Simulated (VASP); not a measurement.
# LiLu3 (P6_3/mmc) in VASP: reference runs

Aim: a first look at LiLu3 with PBE, on the cell as given and on a disturbed one.

Everything below comes from runs of VASP 6.6.1. Logs are shortened: lines on timing, memory, paths and dates and some standing lists are left out, and cuts for length are marked.

### Step 1. The crystal as given

Symmetry: P6_3/mmc, No. 194, hexagonal system. Conventional cell: a = 6.839 Å, b = 6.839 Å, c = 5.414 Å, α = 90.00°, β = 90.00°, γ = 120.00°. Around Lu (site symmetry mm2) lie 4 Li at 3.34 to 3.42 Å and 8 Lu at 3.36 to 3.44 Å. Li (site symmetry -6m2) is surrounded by 12 Lu at 3.34 to 3.42 Å.

The cell comes from a database or a generator and needn't be the stable form of this composition.

### Step 2. Single point, PBE (atoms moved at random, drawn with an rms of 0.05 Å)

File INCAR:

```
SYSTEM = LiLu3
  PREC = Accurate
  ENCUT = 520
  EDIFF = 1E-7
  ISMEAR = -1
  SIGMA = 0.05
  LREAL = .False.
  LASPH = .True.
  NELM = 60
  ALGO = Normal
  ISIF = 2
  LWAVE = .False.
  LCHARG = .True.
  GGA = PE
  LELF = .True.
  LVHAR = .True.
  NBANDS = 88
```

File KPOINTS:

```
regular mesh
0
Gamma
  5 5 5
  0 0 0
```

File POSCAR:

```
LiLu3
1.0
    6.8393242907      0.0000000000      0.0000000000
   -3.4196621453      5.9230285804      0.0000000000
    0.0000000000      0.0000000000      5.4137630000
Lu Li
6 2
Direct
    0.3335410000      0.1649340000      0.7546250000
    0.8441660000      0.1773310000      0.7510290000
    0.8293430000      0.6622810000      0.7439920000
    0.6693160000      0.8365780000      0.2465640000
    0.1749960000      0.8318140000      0.2426230000
    0.1598240000      0.3387060000      0.2489220000
    0.6661720000      0.3354950000      0.2605990000
    0.3309040000      0.6648320000      0.7641780000
```

Potentials or basis: VASP PAW PBE potentials, release 64 (Lu, Li_sv).

Launch:

```bash
$ cat potpaw_PBE.64/Lu/POTCAR potpaw_PBE.64/Li_sv/POTCAR > POTCAR
$ mpirun -np 1 vasp_std > vasp.out
```

OUTCAR:

```text
SYSTEM = LiLu3
   PREC = Accurate
   ENCUT = 520
   EDIFF = 1E-7
   ISMEAR = -1
   LREAL = .False.
   LASPH = .True.
   NELM = 60
   ISIF = 2
   GGA = PE

 ion  position               nearest neighbor table
   1  0.334  0.165  0.755-   5 3.30   6 3.38   2 3.39   3 3.40   5 3.40   6 3.43   3 3.44   2 3.45

   2  0.844  0.177  0.751-   6 3.28   6 3.30   4 3.36   3 3.37   1 3.39   4 3.40   1 3.45   3 3.47

   3  0.829  0.662  0.744-   4 3.34   4 3.37   2 3.37   5 3.39   1 3.40   5 3.40   1 3.44   2 3.47

   4  0.669  0.837  0.247-   3 3.34   2 3.36   5 3.36   3 3.37   6 3.40   2 3.40   6 3.45   5 3.47

   5  0.175  0.832  0.243-   1 3.30   6 3.32   4 3.36   3 3.39   3 3.40   1 3.40   4 3.47   6 3.52

   6  0.160  0.339  0.249-   2 3.28   2 3.30   5 3.32   1 3.38   4 3.40   1 3.43   4 3.45   5 3.52

   7  0.666  0.335  0.261-
   8  0.331  0.665  0.764-

  LATTYP: Found a hexagonal cell.
 ALAT       =     6.8393242907
 C/A-ratio  =     0.7915640157

  Lattice vectors:

 A1 = (   6.8393242907,   0.0000000000,   0.0000000000)
 A2 = (  -3.4196621453,   5.9230285804,   0.0000000000)
 A3 = (   0.0000000000,   0.0000000000,   5.4137630000)

Analysis of symmetry for initial positions (statically):
=====================================================================
 Subroutine PRICEL returns:
 Original cell was already a primitive cell.

 Routine SETGRP: Setting up the symmetry group for a
 hexagonal supercell.

 Subroutine GETGRP returns: Found  1 space group operations
 (whereof  1 operations were pure point group operations)
 out of a pool of 24 trial point group operations.

The static configuration has the point symmetry C_1 .

Analysis of symmetry for dynamics (positions and initial velocities):
=====================================================================
 Subroutine PRICEL returns:
 Original cell was already a primitive cell.

 Routine SETGRP: Setting up the symmetry group for a
 hexagonal supercell.

 Subroutine GETGRP returns: Found  1 space group operations
 (whereof  1 operations were pure point group operations)
 out of a pool of 24 trial point group operations.

The dynamic configuration has the point symmetry C_1 .

 Subroutine INISYM returns: Found  1 space group operations
 (whereof  1 operations are pure point group operations),
 and found     1 'primitive' translations

----------------------------------------------------------------------------------------

                                     Primitive cell

  volume of cell :     219.3089

  direct lattice vectors                    reciprocal lattice vectors
     6.839324291  0.000000000  0.000000000     0.146213275  0.084416273  0.000000000
    -3.419662145  5.923028580  0.000000000     0.000000000  0.168832547  0.000000000
     0.000000000  0.000000000  5.413763000     0.000000000  0.000000000  0.184714403

  length of vectors
     6.839324291  6.839324291  5.413763000     0.168832547  0.168832547  0.184714403

  position of ions in fractional coordinates (direct lattice)
     0.333541000  0.164934000  0.754625000
     0.844166000  0.177331000  0.751029000
     0.829343000  0.662281000  0.743992000
     0.669316000  0.836578000  0.246564000
     0.174996000  0.831814000  0.242623000
     0.159824000  0.338706000  0.248922000
     0.666172000  0.335495000  0.260599000
     0.330904000  0.664832000  0.764178000

  ion indices of the primitive-cell ions
   primitive index   ion index
                 1           1
                 2           2
                 3           3
                 4           4
                 5           5
                 6           6
                 7           7
                 8           8

----------------------------------------------------------------------------------------

 KPOINTS: regular mesh

Automatic generation of k-mesh.
 Grid dimensions read from file:
 generate k-points for:    5    5    5

 Generating k-lattice:

  Cartesian coordinates                     Fractional coordinates (reciprocal lattice)
     0.029242655  0.016883255  0.000000000     0.200000000  0.000000000  0.000000000
     0.000000000  0.033766509  0.000000000     0.000000000  0.200000000  0.000000000
     0.000000000  0.000000000  0.036942881     0.000000000  0.000000000  0.200000000

  Length of vectors
     0.033766509  0.033766509  0.036942881

  Shift w.r.t. Gamma in fractional coordinates (k-lattice)
     0.000000000  0.000000000  0.000000000

 Subroutine IBZKPT returns following result:
 ===========================================

 Found     63 irreducible k-points:

 Following reciprocal coordinates:
            Coordinates               Weight
  0.000000  0.000000  0.000000      1.000000
  0.200000  0.000000  0.000000      2.000000
  0.000000  0.200000  0.000000      2.000000
 -0.200000  0.200000  0.000000      2.000000
  0.400000  0.000000  0.000000      2.000000
  0.000000  0.400000  0.000000      2.000000
[... 16 lines left out ...]
 -0.400000  0.400000  0.200000      2.000000
 -0.400000  0.000000  0.200000      2.000000
 [... further k-points ...]
   k-points           NKPTS =     63   k-points in BZ     NKDIM =     63   number of bands    NBANDS=     88
   number of dos      NEDOS =    301   number of ions     NIONS =      8
   total plane-waves  NPLWV = 116640
   dimension x,y,z NGX =    54 NGY =   54 NGZ =   40
   dimension x,y,z NGXF=   108 NGYF=  108 NGZF=   80
   ions per type =               6   2
   NGX,Y,Z   is equivalent  to a cutoff of  13.13, 13.13, 12.28 a.u.
   NGXF,Y,Z  is equivalent  to a cutoff of  26.25, 26.25, 24.57 a.u.
 SYSTEM =  LiLu3
   PREC   = accura    normal or accurate (medium, high low for compatibility)
   ISTART =      0    job   : 0-new  1-cont  2-samecut
   ICHARG =      2    charge: 1-file 2-atom 10-const
   ISPIN  =      1    spin polarized calculation?
   LNONCOLLINEAR =      F non collinear calculations
   LSORBIT =      F    spin-orbit coupling
   LASPH  =      T    aspherical Exc in radial PAW
   ENCUT  =  520.0 eV  38.22 Ry    6.18 a.u.  12.72 12.72 10.07*2*pi/ulx,y,z
   NELM   =     60;   NELMIN=  2; NELMDL= -5     # of ELM steps
   EDIFF  = 0.1E-06   stopping-criterion for ELM
   LREAL  =      F    real-space projection
   EDIFFG = 0.1E-05   stopping-criterion for IOM
   NSW    =      0    number of steps for IOM
   IBRION =     -1    ionic relax: 0-MD 1-quasi-New 2-CG
   NFREE  =      0    steps in history (QN), initial steepest desc. (CG)
   ISIF   =      2    stress and relaxation
   ISYM   =      2    0-nonsym 1-usesym 2-fastsym
   POTIM  = 0.5000    time-step for ionic-motion
   TEBEG  =    0.0;   TEEND  =   0.0 temperature during run
   PSTRESS=    0.0 pullay stress
   NELECT =     156.0000    total number of electrons
   NUPDOWN=      -1.0000    fix difference up-down
   EMIN   =  10.00;   EMAX   =-10.00  energy-range for DOS
   EFERMI =   0.00;   METHOD = LEGACY
   ISMEAR =    -1;   SIGMA  =   0.05  broadening in eV -4-tet -1-fermi 0-gaus
   EFERMI_NEDOS =   21; number of points for ismear=-14 and -15
   IALGO  =     38    algorithm
   IMIX   =      4    mixing-type and parameters
     AMIX     =   0.40;   BMIX     =  1.00
     AMIX_MAG =   1.60;   BMIX_MAG =  1.00
  volume/ion in A,a.u.               =      27.41       185.00
  Fermi-wavevector in a.u.,A,eV,Ry     =   1.461384  2.761615 29.057180  2.135642
  Thomas-Fermi vector in A             =   2.577722
   LORBIT       =      0    0 simple, 1 ext, 2 COOP (PROOUT), +10 PAW based schemes
   GGA     = PE    functional components
   LHFCALC =     F    Hartree Fock is set to
   AEXX    =    0.0000 exact exchange contribution
   IVDW    =     0    specifies the selected vdW correction
   LEPSILON=     F    determine dielectric tensor
   LRPA    =     F    only Hartree local field effects (RPA)
 non-spin polarized calculation
  energy-cutoff  :      520.00
  volume of cell :      219.31
 maximum number of plane-waves:      5918
 NGX is ok and might be reduce to    54
   NGX = 25   NGY = 25   NGZ = 21

 number of electron     156.0000005 magnetization

 Free energy of the ion-electron system (eV)
  ---------------------------------------------------
  ext. energy  EPLUGINS =         0.00000000
  ---------------------------------------------------
  free energy    TOTEN  =       -29.46639090 eV

  energy without entropy =      -29.36719303  energy(sigma->0) =      -29.41679196

 E-fermi :   1.8842     XC(G=0):  -9.9306

 val. band max:        1.8810969958   @ k =  -0.2000   0.2000   0.0000
 cond. band min:       1.8959698898   @ k =  -0.4000   0.0000   0.2000
 fundamental gap:      0.0148728940
 Fermi energy:         1.8841619577

 k-point     1 :       0.0000    0.0000    0.0000
  band No.  band energies     occupation
      1     -54.6639      2.00000
      2     -54.6490      2.00000
      3     -54.6363      2.00000
      4     -54.6304      2.00000
      5     -54.5973      2.00000
      6     -54.5806      2.00000
[... 80 lines left out ...]
     87       3.6763      0.00000
     88       4.0109      0.00000

 k-point     2 :       0.2000    0.0000    0.0000
  band No.  band energies     occupation
      1     -54.6623      2.00000
      2     -54.6496      2.00000
      3     -54.6377      2.00000
      4     -54.6297      2.00000
      5     -54.5978      2.00000
      6     -54.5804      2.00000
[... 1991 lines left out ...]
     87       3.6692      0.00000
     88       3.9448      0.00000

 k-point    24 :      -0.4000    0.0000    0.2000
  band No.  band energies     occupation
      1     -54.6573      2.00000
      2     -54.6504      2.00000
      3     -54.6400      2.00000
      4     -54.6307      2.00000
      5     -54.5971      2.00000
      6     -54.5821      2.00000
[... 80 lines left out ...]
     87       3.6757      0.00000
     88       3.8833      0.00000

 [... further k-points ...]

------------------------ aborting loop because EDIFF is reached ----------------------------------------

  FORCE on cell =-STRESS in cart. coord.  units (eV):
  Direction    XX          YY          ZZ          XY          YZ          ZX
  --------------------------------------------------------------------------------------
  -------------------------------------------------------------------------------------
  Total       -0.5590314     -0.4815720     -0.1538918      0.1328516     -0.3071100      0.0136509
  in kB       -4.0840449     -3.5181593     -1.1242679      0.9705574     -2.2436144      0.0997274
  external PRESSURE =      -2.9088240 kB  Pullay stress =       0.0000000 kB

 VOLUME and BASIS-vectors are now :
 -----------------------------------------------------------------------------
  energy-cutoff  :      520.00
  volume of cell :      219.31
      direct lattice vectors                 reciprocal lattice vectors
     6.839324291  0.000000000  0.000000000     0.146213275  0.084416273  0.000000000
    -3.419662145  5.923028580  0.000000000     0.000000000  0.168832547  0.000000000
     0.000000000  0.000000000  5.413763000     0.000000000  0.000000000  0.184714403

 POSITION                                       TOTAL-FORCE (eV/Angst)
 -----------------------------------------------------------------------------------
      1.71718      0.97691      4.08536         0.061442      0.022540     -0.139498
      5.16711      1.05034      4.06589        -0.223928     -0.187660     -0.022623
      3.40737      3.92271      4.02780         0.038785      0.136736      0.063265
      1.71686      4.95508      1.33484         0.037645     -0.065836      0.065246
     -1.64767      4.92686      1.31350        -0.326747      0.140013      0.210673
     -0.06517      2.00617      1.34760         0.346571     -0.077493      0.153535
      3.40889      1.98715      1.41082         0.015880     -0.010783     -0.133449
     -0.01034      3.93782      4.13708         0.050353      0.042483     -0.197148
 -----------------------------------------------------------------------------------
    total drift:                               -0.001397     -0.000734     -0.000660

  FREE ENERGIE OF THE ION-ELECTRON SYSTEM (eV)
  ---------------------------------------------------
  free  energy   TOTEN  =       -29.4663908952 eV

  energy  without entropy=      -29.3671930325  energy(sigma->0) =      -29.41679196
```

Run time: 43 min. Hardware: 1 thread of Intel Xeon 6975P-C (Granite Rapids), shared host; peak memory 0.9 GiB.

Results:

```
Free energy            : -29.4664 eV
Largest force          : 0.413 eV/Å
Band gap on the k mesh : none (metal or under the smearing width)
```

Forces in eV/Å, atoms in the order of the input:
```
Lu   0.061  0.023 -0.139
Lu  -0.224 -0.188 -0.023
Lu   0.039  0.137  0.063
Lu   0.038 -0.066  0.065
Lu  -0.327  0.140  0.211
Lu   0.347 -0.077  0.154
Li   0.016 -0.011 -0.133
Li   0.050  0.042 -0.197
```

Caveat: the cutoff is under 1.25 times the usual one of these potentials, so pressure, stress and relaxed cells hold a basis-set (Pulay) error.

### Step 3. Single point, PBE

File INCAR:

```
PREC = Accurate ; ENCUT = 520
EDIFF = 1E-7 ; ISMEAR = -1
SIGMA = 0.05 ; LREAL = False
LASPH = True ; NELM = 80
ALGO = Normal ; ISIF = 2
LWAVE = False ; LCHARG = False
GGA = PE ; NBANDS = 88
```

File KPOINTS:

```
Automatic mesh
0
Gamma
  5 5 5
```

File POSCAR:

```
LiLu3
1.0
    6.8393242907      0.0000000000      0.0000000000
   -3.4196621453      5.9230285804      0.0000000000
    0.0000000000      0.0000000000      5.4137630000
Lu Li
6 2
Direct
    0.3357319900      0.1678659950      0.7500000000
    0.8321340050      0.1678659950      0.7500000000
    0.8321340050      0.6642680100      0.7500000000
    0.6642680100      0.8321340050      0.2500000000
    0.1678659950      0.8321340050      0.2500000000
    0.1678659950      0.3357319900      0.2500000000
    0.6666666667      0.3333333333      0.2500000000
    0.3333333333      0.6666666667      0.7500000000
```

Potentials or basis: VASP PAW PBE potentials, release 64 (Lu, Li_sv).

Launch:

```bash
$ cat potpaw_PBE.64/Lu/POTCAR potpaw_PBE.64/Li_sv/POTCAR > POTCAR
$ mpirun -np 1 vasp_std > vasp.out
```

OUTCAR:

```text
PREC = Accurate
   ENCUT = 520
   EDIFF = 1E-7
   ISMEAR = -1
   LREAL = False
   LASPH = True
   NELM = 80
   ISIF = 2
   GGA = PE

 ion  position               nearest neighbor table
   1  0.336  0.168  0.750-   5 3.36   5 3.36   6 3.36   6 3.36   3 3.40   2 3.40   3 3.44   2 3.44

   2  0.832  0.168  0.750-   4 3.36   4 3.36   6 3.36   6 3.36   3 3.40   1 3.40   3 3.44   1 3.44

   3  0.832  0.664  0.750-   4 3.36   4 3.36   5 3.36   5 3.36   2 3.40   1 3.40   2 3.44   1 3.44

   4  0.664  0.832  0.250-   2 3.36   2 3.36   3 3.36   3 3.36   6 3.40   5 3.40   6 3.44   5 3.44

   5  0.168  0.832  0.250-   1 3.36   1 3.36   3 3.36   3 3.36   6 3.40   4 3.40   6 3.44   4 3.44

[... 1573 lines left out ...]
  in kB       -4.0046555     -4.0046555     -1.4462866     -0.0000000     -0.0000000      0.0000000
  external PRESSURE =      -3.1518659 kB  Pullay stress =       0.0000000 kB

 VOLUME and BASIS-vectors are now :
 -----------------------------------------------------------------------------
  energy-cutoff  :      520.00
  volume of cell :      219.31
      direct lattice vectors                 reciprocal lattice vectors
     6.839324291  0.000000000  0.000000000     0.146213275  0.084416273  0.000000000
    -3.419662145  5.923028580  0.000000000     0.000000000  0.168832547  0.000000000
     0.000000000  0.000000000  5.413763000     0.000000000  0.000000000  0.184714403

 POSITION                                       TOTAL-FORCE (eV/Angst)
 -----------------------------------------------------------------------------------
      1.72213      0.99428      4.06032        -0.044980     -0.025969     -0.000000
      5.11719      0.99428      4.06032         0.044980     -0.025969      0.000000
      3.41966      3.93448      4.06032         0.000000      0.051939     -0.000000
      1.69753      4.92875      1.35344         0.044980      0.025969      0.000000
     -1.69753      4.92875      1.35344        -0.044980      0.025969      0.000000
      0.00000      1.98855      1.35344        -0.000000     -0.051939      0.000000
      3.41966      1.97434      1.35344        -0.000000     -0.000000      0.000000
     -0.00000      3.94869      4.06032        -0.000000     -0.000000      0.000000
 -----------------------------------------------------------------------------------
    total drift:                               -0.000002      0.000001     -0.000001

  FREE ENERGIE OF THE ION-ELECTRON SYSTEM (eV)
  ---------------------------------------------------
  free  energy   TOTEN  =       -29.5196810034 eV

  energy  without entropy=      -29.4197711280  energy(sigma->0) =      -29.46972607
```

OSZICAR:

```text
N       E                     dE             d eps       ncg     rms          rms(c)
DAV:   1     0.262936664390E+04    0.26294E+04   -0.40684E+04  3448   0.557E+03
DAV:   2     0.512620637718E+03   -0.21167E+04   -0.20121E+04  3696   0.156E+03
DAV:   3     0.504944392181E+02   -0.46213E+03   -0.45202E+03  2960   0.409E+02
DAV:   4    -0.210421360399E+02   -0.71537E+02   -0.69601E+02  3520   0.114E+02
DAV:   5    -0.296265304600E+02   -0.85844E+01   -0.84649E+01  3872   0.314E+01    0.109E+01
DAV:   6    -0.296231326298E+02    0.33978E-02   -0.11458E+01  3632   0.139E+01    0.335E+00
DAV:   7    -0.295340896100E+02    0.89043E-01   -0.11119E+00  4408   0.391E+00    0.828E-01
DAV:   8    -0.295162730087E+02    0.17817E-01   -0.13970E-01  3944   0.139E+00    0.395E-01
DAV:   9    -0.295184925470E+02   -0.22195E-02   -0.15236E-02  3656   0.514E-01    0.272E-01
DAV:  10    -0.295195892169E+02   -0.10967E-02   -0.28684E-03  3984   0.216E-01    0.494E-02
DAV:  11    -0.295196759680E+02   -0.86751E-04   -0.62365E-04  3872   0.129E-01    0.192E-02
DAV:  12    -0.295196821238E+02   -0.61557E-05   -0.44533E-05  4296   0.319E-02    0.621E-03
DAV:  13    -0.295196813894E+02    0.73438E-06   -0.32317E-06  3936   0.981E-03    0.204E-03
DAV:  14    -0.295196815527E+02   -0.16326E-06   -0.12686E-06  3168   0.570E-03    0.152E-03
DAV:  15    -0.295196811558E+02    0.39684E-06   -0.21950E-07  2016   0.273E-03    0.483E-04
DAV:  16    -0.295196810499E+02    0.10588E-06   -0.44049E-08  1632   0.138E-03    0.153E-04
DAV:  17    -0.295196810034E+02    0.46522E-07   -0.23236E-08  1632   0.101E-03
   1 F= -.29519681E+02 E0= -.29469726E+02  d E =-.999099E-01
```

Wall time 7.4 min (1 thread of Intel Xeon Platinum 8375C at 2.90GHz (Ice Lake), shared host); peak memory 0.45 GiB.

Results:

```
Free energy            : -29.5197 eV
Largest force          : 0.052 eV/Å
Band gap on the k mesh : none (metal or under the smearing width)
```

Forces in eV/Å, atoms in the order of the input:
```
Lu  -0.045 -0.026  0.000
Lu   0.045 -0.026  0.000
Lu   0.000  0.052  0.000
Lu   0.045  0.026  0.000
Lu  -0.045  0.026  0.000
Lu   0.000 -0.052  0.000
Li   0.000  0.000  0.000
Li   0.000  0.000  0.000
```

Levels at points of the mesh, in eV from the Fermi level:
```
           k point  band 75  band 76  band 77  band 78  band 79  band 80  band 81  band 82
(0.00, 0.00, 0.00)    -1.21    -0.91    -0.91    -0.27    -0.27     0.14     0.14     0.40
```

Caveat: the cutoff is under 1.25 times the usual one of these potentials, so pressure, stress and relaxed cells hold a basis-set (Pulay) error.
